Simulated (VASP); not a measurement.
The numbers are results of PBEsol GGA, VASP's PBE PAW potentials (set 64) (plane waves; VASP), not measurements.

A VASP calculation is set up with these files.

KPOINTS:
```
Automatic
0
Gamma
 15 15 15
0 0 0
```

**INCAR**
```
# general
SYSTEM  = HfC
PREC    = Normal
ENCUT   = 450
LREAL   = .FALSE.
LASPH   = .TRUE.

# electronic loop
EDIFF   = 1E-5
NELM    = 100
NELMIN  = 4
ALGO    = Fast
LMAXMIX = 6

# smearing
ISMEAR  = 1
SIGMA   = 0.1

# functional
GGA     = PS

# ions
IBRION  = 2
NSW     = 20
ISIF    = 2
EDIFFG  = -0.03

# output
LWAVE   = .FALSE.
LCHARG  = .FALSE.
```

POSCAR:
```
HfC
1
    0.0000000000     2.3029243034     2.3029243034
    2.3029243034     0.0000000000     2.3029243034
    2.3029243034     2.3029243034     0.0000000000
Hf C
1 1
Direct
  0.0000000000   0.0000000000   0.0000000000
  0.5000000000   0.5000000000   0.5000000000
```

POTCAR, in this order: Hf_pv C (PBE.64 set). Program: vasp_std.

The run wrote:

### OSZICAR
```
       N       E                     dE             d eps       ncg     rms          rms(c)
DAV:   1     0.204935892934E+02    0.20494E+02   -0.71838E+03  2656   0.109E+03
DAV:   2    -0.234720951429E+02   -0.43966E+02   -0.41466E+02  3495   0.205E+02
DAV:   3    -0.250596250995E+02   -0.15875E+01   -0.15566E+01  3399   0.303E+01
DAV:   4    -0.250725867633E+02   -0.12962E-01   -0.12951E-01  3134   0.296E+00
DAV:   5    -0.250727495085E+02   -0.16275E-03   -0.16273E-03  3486   0.269E-01    0.612E+01
RMM:   6    -0.221973303376E+02    0.28754E+01   -0.93319E+00  2645   0.161E+01    0.416E+01
RMM:   7    -0.221970189141E+02    0.31142E-03   -0.93307E-01  2673   0.747E+00    0.215E+01
RMM:   8    -0.221971165373E+02   -0.97623E-04   -0.12496E-01  2645   0.250E+00    0.219E+00
RMM:   9    -0.221973250751E+02   -0.20854E-03   -0.41861E-02  2680   0.119E+00    0.126E+00
RMM:  10    -0.221963696748E+02    0.95540E-03   -0.35716E-03  2645   0.480E-01    0.280E-01
RMM:  11    -0.221964145613E+02   -0.44887E-04   -0.67150E-04  2744   0.171E-01    0.360E-02
RMM:  12    -0.221964263034E+02   -0.11742E-04   -0.12153E-04  2219   0.625E-02    0.112E-01
RMM:  13    -0.221964191761E+02    0.71273E-05   -0.41667E-05  2270   0.424E-02
   1 F= -.22196419E+02 E0= -.22196224E+02  d E =-.221964E+02
```

### OUTCAR
```
------------------------ aborting loop because EDIFF is reached ----------------------------------------
  FORCE on cell =-STRESS in cart. coord.  units (eV):
  Direction    XX          YY          ZZ          XY          YZ          ZX
  --------------------------------------------------------------------------------------
  Total       -0.0606064     -0.0606064     -0.0606064     -0.0000000      0.0000000      0.0000000
  in kB       -3.9752070     -3.9752070     -3.9752070     -0.0000000      0.0000000      0.0000000
  external PRESSURE =      -3.9752070 kB  Pullay stress =       0.0000000 kB
  volume of cell :       24.43
      direct lattice vectors                 reciprocal lattice vectors
     0.000000000  2.302924303  2.302924303    -0.217115256  0.217115256  0.217115256
     2.302924303  0.000000000  2.302924303     0.217115256 -0.217115256  0.217115256
     2.302924303  2.302924303  0.000000000     0.217115256  0.217115256 -0.217115256
 POSITION                                       TOTAL-FORCE (eV/Angst)
 -----------------------------------------------------------------------------------
      0.00000      0.00000      0.00000        -0.000000      0.000000     -0.000000
      2.30292      2.30292      2.30292         0.000000     -0.000000      0.000000
 -----------------------------------------------------------------------------------
    total drift:                               -0.000000      0.000000      0.000000
  FREE ENERGIE OF THE ION-ELECTRON SYSTEM (eV)
  ---------------------------------------------------
  free  energy   TOTEN  =       -22.1964191761 eV

  energy  without entropy=      -22.1958331599  energy(sigma->0) =      -22.19622384

 reached required accuracy - stopping structural energy minimisation
```
(Selected blocks of OUTCAR.)

File OUTCAR:
```
 val. band max:        5.9611198305   @ k =   0.4667   0.4667   0.0000

 cond. band min:       5.9875819452   @ k =   0.4000   0.3333   0.0000


 Fermi energy:         5.9866373502

 k-point     1 :       0.0000    0.0000    0.0000
  band No.  band energies     occupation
      1     -23.3320      2.00000
      2     -23.3320      2.00000
      3     -23.3320      2.00000
      4      -6.4079      2.00000
      5       7.0682     -0.00000
      6       7.0683     -0.00000
      7       7.0683     -0.00000
      8       7.3802     -0.00000
      9       7.3802     -0.00000
     10       7.3802     -0.00000
     11       9.4808      0.00000

 k-point     2 :       0.0667    0.0000    0.0000
  band No.  band energies     occupation
      1     -23.3675      2.00000
      2     -23.3353      2.00000
      3     -23.3353      2.00000
      4      -6.2895      2.00000
      5       6.2091     -0.00725
      6       6.4716     -0.00000
      7       6.4744     -0.00000
      8       7.6366     -0.00000
      9       7.6386     -0.00000
     10       7.9572     -0.00000
     11      10.0623      0.00000

 k-point     3 :       0.1333    0.0000    0.0000
  band No.  band energies     occupation
      1     -23.4666      2.00000
      2     -23.3448      2.00000
      3     -23.3448      2.00000
      4      -5.9460      2.00000
      5       5.0465      2.00000
      6       5.5852      2.00000
      7       5.5852      2.00000
      8       8.0211      0.00000
      9       8.0228      0.00000
     10       8.4085      0.00000
     11      11.2757      0.00000

 k-point     4 :       0.2000    0.0000    0.0000
  band No.  band energies     occupation
      1     -23.6089      2.00000
      2     -23.3586      2.00000
      3     -23.3586      2.00000
      4      -5.4092      2.00000
      5       3.8329      2.00000
      6       4.7520      2.00000
      7       4.7520      2.00000
      8       8.5781      0.00000
      9       8.5789      0.00000
...
```

At this cut-off the stress carries a Pulay error, which pulls relaxed volumes low. Unless said otherwise, spin-orbit coupling is left out, though it shifts the bands of the heavy elements here.

The compound is HfC in the rock salt structure. It was relaxed first.
